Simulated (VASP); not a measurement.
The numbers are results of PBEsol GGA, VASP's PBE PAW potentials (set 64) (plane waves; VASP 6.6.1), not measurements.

The input files of a VASP run:

**INCAR**
```
! general
SYSTEM  = Zr2Au
PREC    = Accurate
ENCUT   = 300   ! plane-wave cut-off (eV)
LREAL   = .False.   ! projection in real space or not
LASPH   = .True.   ! aspherical one-centre terms

! electronic loop
EDIFF   = 1E-6   ! SCF stop (eV)
NELM    = 100   ! most electronic steps
ALGO    = Normal
LMAXMIX = 6   ! l cut-off of mixed one-centre charges

! smearing
ISMEAR  = -1   ! Fermi-Dirac
SIGMA   = 0.05

! functional
GGA     = PS   ! PBEsol

! ions
ISIF    = 2   ! forces and stress, cell fixed

! output
LWAVE   = .False.
LCHARG  = .False.
```

### POSCAR
```
Zr2Au
1
   -1.6501800000     1.6501800000     5.8254750000
    1.6501800000    -1.6501800000     5.8254750000
    1.6501800000     1.6501800000    -5.8254750000
Zr Au
2 1
Direct
  0.6597000000   0.6597000000   0.0000000000
  0.3403000000   0.3403000000   0.0000000000
  0.0000000000   0.0000000000   0.0000000000
```

File KPOINTS:
```
Automatic mesh
0
Gamma
10 10 10
0 0 0
```

POTCAR, in this order: Zr_sv Au (PBE.64 set). Program: vasp_std.

At this cut-off the stress carries a Pulay error, which pulls relaxed volumes low. Unless said otherwise, spin-orbit coupling is left out, though it shifts the bands of the heavy elements here.

### Question
Estimate the energy per atom (σ→0), pressure, band gap (on the k-mesh).

### Answer

```json
{
 "energy per atom (σ→0)": "-7.791 eV/atom",
 "band gap (on the k-mesh)": "none (metal, semimetal or under 0.01 eV)",
 "pressure": "-4.44 GPa"
}
```

OSZICAR:
```
...
DAV:   7    -0.234345173676E+02    0.31620E+00   -0.14680E+00  4830   0.867E+00    0.267E+00
DAV:   8    -0.233822310894E+02    0.52286E-01   -0.26403E-01  6307   0.342E+00    0.112E+00
DAV:   9    -0.233798313232E+02    0.23998E-02   -0.23408E-02  6133   0.126E+00    0.523E-01
DAV:  10    -0.233790599550E+02    0.77137E-03   -0.53379E-03  6020   0.544E-01    0.432E-02
DAV:  11    -0.233790658221E+02   -0.58670E-05   -0.25905E-04  5395   0.121E-01    0.142E-02
DAV:  12    -0.233790664916E+02   -0.66952E-06   -0.14654E-05  5459   0.249E-02    0.478E-03
DAV:  13    -0.233790660940E+02    0.39761E-06   -0.12866E-06  3560   0.859E-03
   1 F= -.23379066E+02 E0= -.23372002E+02  d E =-.141276E-01
```

The structure comes from a computed database's Zr2Au entry (I4/mmm); how it stands against other phases isn't given here. The cell was not relaxed at this level. The electron count is odd and the run is not spin-polarised, which forces a metal.
